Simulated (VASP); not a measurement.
# A VASP study of FeNi3 (Awaruite) (PBE + D3(BJ)): structure first, properties next, part 6 of 6

Wanted: the relaxed cell of FeNi3 (Awaruite) and its properties. The start is a cell from a database of measured crystal structures.

VASP 6.6.1, plane waves and PAW; the level of theory is named at each step.

Still holding for the runs below: The magnetic order is the lowest of the few collinear ones that converged above; longer or canted patterns were not tried. The k-mesh is coarse for a metal.

So far, largest spin moment in the PAW sphere (μB): step 2 (magnetic order: ferromagnetic) 2.92; step 5 (magnetic order: antiferromagnetic, q = (1/2, 1/2, 1/2)) 2.99; step 6 (magnetic order: antiferromagnetic, q = (1/2, 1/2, 0)) 2.93; step 8 (relaxing cell and atoms (PBE + D3(BJ))) 2.89; step 12 (total and projected DOS (PBE + D3(BJ))) 2.86. The relaxed cell has a = 3.504 Å (conventional setting).

### Step 13. Electric field gradients (PBE + D3(BJ))

Level of this step: PBE with D3(BJ), spin-polarised from a ferromagnetic start; plane waves and PAW (Fe, Ni) (VASP).

Field gradients probe how far the charge around each nucleus departs from cubic symmetry; LASPH keeps the non-spherical terms inside the spheres.

The input, INCAR:

```
SYSTEM = FeNi3
PREC = Accurate
ENCUT = 400
EDIFF = 1E-07
NELM = 100
ISMEAR = 1
SIGMA = 0.2
LREAL = .FALSE.
ALGO = Normal
GGA = PE
IVDW = 12
NBANDS = 30
ISPIN = 2
MAGMOM = 2.89 0.666 0.666 0.666
LASPH = .TRUE.
LMAXMIX = 4
LORBIT = 11
LWAVE = .FALSE.
LCHARG = .FALSE.
KPAR = 8
LEFG = .TRUE.
```

The input, POSCAR:

```
FeNi3
1.0
    3.5036226686      0.0000000000      0.0000000000
    0.0000000000      3.5036226686      0.0000000000
    0.0000000000      0.0000000000      3.5036226686
Fe Ni
1 3
Direct
    0.0000000000      0.0000000000      0.0000000000
    0.0000000000      0.5000000000      0.5000000000
    0.5000000000      0.0000000000      0.5000000000
    0.5000000000      0.5000000000      0.0000000000
```

The input, KPOINTS:

```
Automatic mesh
0
Gamma
6 6 6
0 0 0
```

The projector-augmented-wave data sets are Fe and Ni (PBE family, release 64).

On the command line:

```sh
> mpirun -np 8 vasp_std
```

Output:

```text
[... set-up lines as in an earlier step ...]
 entering main loop
       N       E                     dE             d eps       ncg     rms          rms(c)
DAV:   1     0.220471458172E+03    0.22047E+03   -0.14095E+04  2512   0.148E+03
DAV:   2    -0.156536445307E+02   -0.23613E+03   -0.22207E+03  2406   0.300E+02
DAV:   3    -0.289443272348E+02   -0.13291E+02   -0.12795E+02  2628   0.960E+01
DAV:   4    -0.291138327608E+02   -0.16951E+00   -0.16937E+00  2790   0.116E+01
DAV:   5    -0.291192003242E+02   -0.53676E-02   -0.53672E-02  3362   0.163E+00    0.214E+01
DAV:   6    -0.261248187932E+02    0.29944E+01   -0.25240E+01  2586   0.813E+01    0.181E+01
DAV:   7    -0.289059938990E+02   -0.27812E+01   -0.16014E+01  2706   0.925E+01    0.260E+01
DAV:   8    -0.249103782028E+02    0.39956E+01   -0.12079E+01  3164   0.454E+01    0.552E+00
DAV:   9    -0.250077651121E+02   -0.97387E-01   -0.42789E-01  3000   0.672E+00    0.306E+00
DAV:  10    -0.249792288007E+02    0.28536E-01   -0.60931E-02  3088   0.635E+00    0.155E+00
DAV:  11    -0.249772738596E+02    0.19549E-02   -0.19500E-02  3402   0.169E+00    0.892E-01
DAV:  12    -0.249800060901E+02   -0.27322E-02   -0.38627E-03  3376   0.127E+00    0.250E-01
DAV:  13    -0.249802018089E+02   -0.19572E-03   -0.78507E-04  3398   0.459E-01    0.461E-02
DAV:  14    -0.249802162197E+02   -0.14411E-04   -0.12551E-04  3416   0.127E-01    0.569E-02
DAV:  15    -0.249802219416E+02   -0.57220E-05   -0.21837E-05  2734   0.113E-01    0.156E-02
DAV:  16    -0.249802211991E+02    0.74253E-06   -0.36579E-06  3194   0.174E-02    0.589E-03
DAV:  17    -0.249802209627E+02    0.23643E-06   -0.23507E-07  2252   0.665E-03    0.206E-03
DAV:  18    -0.249802207813E+02    0.18139E-06   -0.59550E-08  1552   0.364E-03    0.418E-04
DAV:  19    -0.249802207722E+02    0.91118E-08   -0.43824E-08  1494   0.195E-03
ion   1
     0.0000000    -0.0000000    -0.0000000    -0.0000000    -0.0000000    -0.0000000
     0.0000445    -0.0000000    -0.0000000    -0.0000000    -0.0000000    -0.0000000
     0.0000605    -0.0000000    -0.0000000    -0.0000000    -0.0000000    -0.0000000
     0.0000823    -0.0000000    -0.0000000    -0.0000000    -0.0000000    -0.0000000
     0.0001120    -0.0000000    -0.0000000    -0.0000000    -0.0000000    -0.0000000

     0.0000000    -0.0000000    -0.0000000    -0.0000000    -0.0000000    -0.0000000
     0.0000445    -0.0000000    -0.0000000    -0.0000000    -0.0000000    -0.0000000
     0.0000605    -0.0000000    -0.0000000    -0.0000000    -0.0000000    -0.0000000
     0.0000823    -0.0000000    -0.0000000    -0.0000000    -0.0000000    -0.0000000
     0.0001120    -0.0000000    -0.0000000    -0.0000000    -0.0000000    -0.0000000

ion   2
     0.0000000     0.0000000    -0.0000000     0.1476425    -0.0000000    -0.2557243
     0.0000452     0.0000000    -0.0000000     0.1476425    -0.0000000    -0.2557243
     0.0000622     0.0000000    -0.0000000     0.1476425    -0.0000000    -0.2557243
     0.0000857     0.0000000    -0.0000000     0.1476425    -0.0000000    -0.2557243
     0.0001180     0.0000000    -0.0000000     0.1476425    -0.0000000    -0.2557243

     0.0000000     0.0000000    -0.0000000     1.2744596    -0.0000000    -2.2074288
     0.0000452     0.0000000    -0.0000000     1.2744495    -0.0000000    -2.2074113
     0.0000622     0.0000000    -0.0000000     1.2744469    -0.0000000    -2.2074069
     0.0000857     0.0000000    -0.0000000     1.2744448    -0.0000000    -2.2074031
     0.0001180     0.0000000    -0.0000000     1.2744446    -0.0000000    -2.2074028

ion   3
     0.0000000     0.0000000     0.0000000     0.1476425     0.0000000     0.2557243
     0.0000452     0.0000000     0.0000000     0.1476425     0.0000000     0.2557243
     0.0000622     0.0000000     0.0000000     0.1476425     0.0000000     0.2557243
     0.0000857     0.0000000     0.0000000     0.1476425     0.0000000     0.2557243
     0.0001180     0.0000000     0.0000000     0.1476425     0.0000000     0.2557243

     0.0000000     0.0000000     0.0000000     1.2744596     0.0000000     2.2074288
     0.0000452     0.0000000     0.0000000     1.2744495     0.0000000     2.2074113
     0.0000622     0.0000000     0.0000000     1.2744469     0.0000000     2.2074069
     0.0000857     0.0000000     0.0000000     1.2744448     0.0000000     2.2074031
     0.0001180     0.0000000     0.0000000     1.2744446     0.0000000     2.2074028

ion   4
     0.0000000    -0.0000000     0.0000000    -0.2952849    -0.0000000     0.0000000
     0.0000452    -0.0000000     0.0000000    -0.2952849    -0.0000000     0.0000000
     0.0000622    -0.0000000     0.0000000    -0.2952849    -0.0000000     0.0000000
     0.0000857    -0.0000000     0.0000000    -0.2952849    -0.0000000     0.0000000
     0.0001180    -0.0000000     0.0000000    -0.2952850    -0.0000000     0.0000000

     0.0000000    -0.0000000     0.0000000    -2.5489192    -0.0000000     0.0000000
     0.0000452    -0.0000000     0.0000000    -2.5488990    -0.0000000     0.0000000
     0.0000622    -0.0000000     0.0000000    -2.5488939    -0.0000000     0.0000000
     0.0000857    -0.0000000     0.0000000    -2.5488895    -0.0000000     0.0000000
     0.0001180    -0.0000000     0.0000000    -2.5488892    -0.0000000     0.0000000

   1 F= -.26758077E+02 E0= -.26761255E+02  d E =0.953334E-02  mag=     4.8764
```

Wall time 7.2 s (8 MPI ranks of AMD EPYC 9R45, shared host); peak memory 1.3 GiB; 48 s of CPU time.

OUTCAR, selected parts (step 13):

```text
   NELECT =      38.0000    total number of electrons

 E-fermi :   9.0266

 spin component 1
 k-point     1 :       0.0000    0.0000    0.0000
  band No.  band energies     occupation
    ...
     17       8.3422      1.00001
     18       8.3422      1.00001
     19       8.3799      1.00002
     20       8.3799      1.00002
     21       8.3799      1.00002
     22      11.3156     -0.00000
     23      11.3156     -0.00000
     24      11.3156     -0.00000
     25      18.1909      0.00000
     26      18.1909      0.00000
    ...

 k-point     2 :       0.1667    0.0000    0.0000
  band No.  band energies     occupation
    ...
     17       8.1382      1.00000
     18       8.1758      1.00000
     19       8.1758      1.00000
     20       8.3423      1.00001
     21       8.3800      1.00002
     22       9.7635     -0.00000
     23      12.3301     -0.00000
     24      12.3301     -0.00000
     25      18.2758      0.00000
     26      18.5153      0.00000
    ...

 Edisp (eV)   -1.77786

  Total      -0.01399    -0.01399    -0.01399     0.00000     0.00000    -0.00000
  in kB      -0.52115    -0.52115    -0.52115     0.00000     0.00000    -0.00000
  external pressure =       -0.52 kB  Pullay stress =        0.00 kB

  FREE ENERGIE OF THE ION-ELECTRON SYSTEM (eV)
  ---------------------------------------------------
  free  energy   TOTEN  =       -26.7580770266 eV

  energy  without entropy=      -26.7676103646  energy(sigma->0) =      -26.76125481

 Electric field gradients after diagonalization (V/A^2)
 (convention: |V_zz| > |V_xx| > |V_yy|)
----------------------------------------------------------------------
 ion       V_xx      V_yy      V_zz     asymmetry (V_yy - V_xx)/ V_zz
----------------------------------------------------------------------
   1      -0.000     0.000    -0.000      -0.108
   2      -1.302    -1.302     2.605       0.000
   3      -1.302    -1.302     2.605       0.000
   4      -1.302    -1.302     2.605       0.000
----------------------------------------------------------------------

 magnetization (x)
# of ion       s       p       d       tot
------------------------------------------
    1        0.012   0.000   2.877   2.890
    2       -0.014  -0.045   0.726   0.666
    3       -0.014  -0.045   0.726   0.666
    4       -0.014  -0.045   0.726   0.666
--------------------------------------------------
tot         -0.031  -0.134   5.054   4.889

[... 9 parts as in an earlier step ...]

[... 14 further parts left out ...]
```

Numbers from this step:

```yaml
bands: 30
irreducible_k_points: 20
free_energy_toten: -26.76 eV
fermi_energy: 9.027 eV
pressure: -0.05212 GPa
moment_of_the_cell_from_the_last_line_of_the_log: 4.876 μB
```

Spin moment in the PAW sphere by atom:

```
atom  spin moment in the PAW sphere (μB)
 Fe1                                2.89
 Ni2                                0.67
 Ni3                                0.67
 Ni4                                0.67
```

Electric field gradients, by row:

```
atom  Vxx (V/Å²)  Vyy (V/Å²)  Vzz (V/Å²)  asymmetry
 Fe1           0           0           0          -
 Ni2      -1.302      -1.302       2.605          0
 Ni3      -1.302      -1.302       2.605          0
 Ni4      -1.302      -1.302       2.605          0
```

The largest gradient, 2.60 V/Å², sits on Ni2 and like sites; times the quadrupole moment of a nucleus that has one, it gives the coupling that NMR and NQR see.

### Step 14. Self-consistent run (PBE + D3(BJ)), changed input

A single point gives energy, forces and stress at these settings. Some settings are moved from the usual, to see what they do.

Edit INCAR of step 13 so:

```diff
@@ -3,5 +3,5 @@
 ENCUT = 400
-EDIFF = 1E-07
+EDIFF = 1E-06
 NELM = 100
-ISMEAR = 1
+ISMEAR = -1
 SIGMA = 0.2
@@ -20,2 +20,3 @@
 KPAR = 8
-LEFG = .TRUE.
+ISIF = 2
+KSPACING = 0.3
```

POSCAR is that of step 13.

On the command line:

```sh
> mpirun -np 8 vasp_std
```

Output:

```text
[banner, memory and clock lines left out]
running    8 mpi-ranks, on    1 nodes
 distrk:  each k-point on    1 cores,    8 groups
 distr:  one band on    1 cores,    1 groups

 POSCAR found type information on POSCAR FeNi
 POSCAR found :  2 types and       4 ions
 [... a notice as in an earlier step ...]

 LDA part: xc-table for (Slater+PW92), standard interpolation
 INCAR ok, starting setup
 POSCAR ok, starting setup
 FFT: planning ... GRIDC
 FFT: planning ... GRID_SOFT
 FFT: planning ... GRID
 WAVECAR not read
 entering main loop
       N       E                     dE             d eps       ncg     rms          rms(c)
DAV:   1     0.220269893749E+03    0.22027E+03   -0.14095E+04  2512   0.148E+03
DAV:   2    -0.159731471303E+02   -0.23624E+03   -0.22209E+03  2406   0.300E+02
DAV:   3    -0.292446866583E+02   -0.13272E+02   -0.12770E+02  2628   0.958E+01
DAV:   4    -0.294145367380E+02   -0.16985E+00   -0.16972E+00  2790   0.116E+01
DAV:   5    -0.294199095829E+02   -0.53728E-02   -0.53725E-02  3362   0.163E+00    0.211E+01
DAV:   6    -0.262853552448E+02    0.31346E+01   -0.25021E+01  2586   0.795E+01    0.153E+01
DAV:   7    -0.283307392593E+02   -0.20454E+01   -0.10950E+01  2688   0.797E+01    0.234E+01
DAV:   8    -0.251861145073E+02    0.31446E+01   -0.92846E+00  3128   0.426E+01    0.465E+00
DAV:   9    -0.252195366033E+02   -0.33422E-01   -0.33626E-01  3146   0.672E+00    0.310E+00
DAV:  10    -0.252034602442E+02    0.16076E-01   -0.57252E-02  2928   0.567E+00    0.136E+00
DAV:  11    -0.251972247609E+02    0.62355E-02   -0.13312E-02  3598   0.166E+00    0.731E-01
DAV:  12    -0.251986823765E+02   -0.14576E-02   -0.31148E-03  3492   0.104E+00    0.271E-01
DAV:  13    -0.251986760865E+02    0.62900E-05   -0.46344E-04  3242   0.403E-01    0.574E-02
DAV:  14    -0.251987017652E+02   -0.25679E-04   -0.95913E-05  2966   0.872E-02    0.446E-02
DAV:  15    -0.251987039996E+02   -0.22343E-05   -0.10317E-05  3172   0.786E-02    0.255E-02
DAV:  16    -0.251987015449E+02    0.24547E-05   -0.61007E-06  2706   0.535E-02    0.105E-02
DAV:  17    -0.251987008282E+02    0.71669E-06   -0.97152E-07  1574   0.190E-02
   1 F= -.26976557E+02 E0= -.26715477E+02  d E =-.522160E+00  mag=     4.5798
```

The job ended after 6.4 s (8 MPI ranks; peak memory 1.3 GiB).

OUTCAR, selected parts (step 14):

```text
   NELECT =      38.0000    total number of electrons

 E-fermi :   8.9830

 spin component 1
 k-point     1 :       0.0000    0.0000    0.0000
  band No.  band energies     occupation
    ...
     17       8.4143      0.94499
     18       8.4143      0.94499
     19       8.4243      0.94232
     20       8.4243      0.94232
     21       8.4243      0.94232
     22      11.3120      0.00001
     23      11.3120      0.00001
     24      11.3120      0.00001
     25      18.2120      0.00000
     26      18.2120      0.00000
    ...

 k-point     2 :       0.1667    0.0000    0.0000
  band No.  band energies     occupation
    ...
     17       8.1654      0.98350
     18       8.2298      0.97738
     19       8.2298      0.97738
     20       8.4144      0.94494
     21       8.4245      0.94227
     22       9.7666      0.01949
     23      12.3373      0.00000
     24      12.3373      0.00000
     25      18.2968      0.00000
     26      18.5294      0.00000
    ...

 Edisp (eV)   -1.77786

  Total       0.08551     0.08551     0.08551     0.00000     0.00000    -0.00000
  in kB       3.18549     3.18549     3.18549     0.00000     0.00000    -0.00000
  external pressure =        3.19 kB  Pullay stress =        0.00 kB

  FREE ENERGIE OF THE ION-ELECTRON SYSTEM (eV)
  ---------------------------------------------------
  free  energy   TOTEN  =       -26.9765570826 eV

  energy  without entropy=      -26.4543973529  energy(sigma->0) =      -26.71547722

 magnetization (x)
# of ion       s       p       d       tot
------------------------------------------
    1        0.012   0.003   2.769   2.784
    2       -0.015  -0.040   0.655   0.601
    3       -0.015  -0.040   0.655   0.601
    4       -0.015  -0.040   0.655   0.601
--------------------------------------------------
tot         -0.032  -0.117   4.735   4.586

[... 8 parts as in an earlier step ...]

[... 15 further parts left out ...]
```

Numbers from this step:

* SCF cycles: 17
* free energy (TOTEN): -26.98 eV
* energy at zero smearing: -26.72 eV
* Fermi energy: 8.983 eV
* pressure: 0.3185 GPa
* moment of the cell, from the last line of the log: 4.580 μB

Spin moment in the PAW sphere by atom:

```
atom  spin moment in the PAW sphere (μB)
 Fe1                                2.78
 Ni2                                0.60
 Ni3                                0.60
 Ni4                                0.60
```

At these settings, which differ from those of the relaxation, the cell is under a pressure of 0.3 GPa.

### Step 15. Outcome

| Property | Result |
| --- | --- |
| relaxed volume | 10.75 Å³/atom |
| relaxed conventional cell a, b, c | 3.504, 3.504, 3.504 Å |
| space group after relaxing, within 0.02 Å | Pm-3m (No. 221) |
| moment of the cell (8×8×8 mesh) | 4.63 μB |
| largest site moment (8×8×8 mesh) | 2.86 μB on Fe1 |
| band gap | none, a metal |
| DOS at the Fermi level | 3.53 states/eV/cell |
| largest field gradient Vzz | 2.60 V/Å² on Ni2 |

What this shows: With PBE + D3(BJ), FeNi3 (Awaruite) relaxes to 10.75 Å³/atom in space group Pm-3m, comes out as a metal and keeps moments of up to 2.86 μB (8×8×8 mesh). Against the listed cell the volume lies -3.5 %. Of 5 collinear starts at PBE + D3(BJ), the lowest ends ferromagnetic. Band structure (PBE + D3(BJ)), spin up: Of the bands kept, 4 cross the Fermi level on this path. Band structure (PBE + D3(BJ)), spin down: Of the bands kept, 6 cross the Fermi level on this path. The k-sampling is coarse for a metal, so the Fermi level, moments, pressures and the shape of the cell carry errors. Only a few collinear orders were tried, on the cell as listed. No search among competing phases was made, and a listed structure need not be the one stable at ambient conditions. All values are for a static lattice at zero temperature.

[Lines on the potential files, build, host, timing and source positions are cut from VASP's logs without a mark.]

[Logs are printed without paths, hosts, clocks, repeated set-up lines and the standing remarks that a program may print on its own settings, such as how far it seeks lower states.]

[Hosts, paths, dates, database ids (printed as entryN), source tags and the programs' standing remarks are cut or masked in the printed files.]

[A measured line is paired with the nearest computed mode of its activity, which favours agreement.]
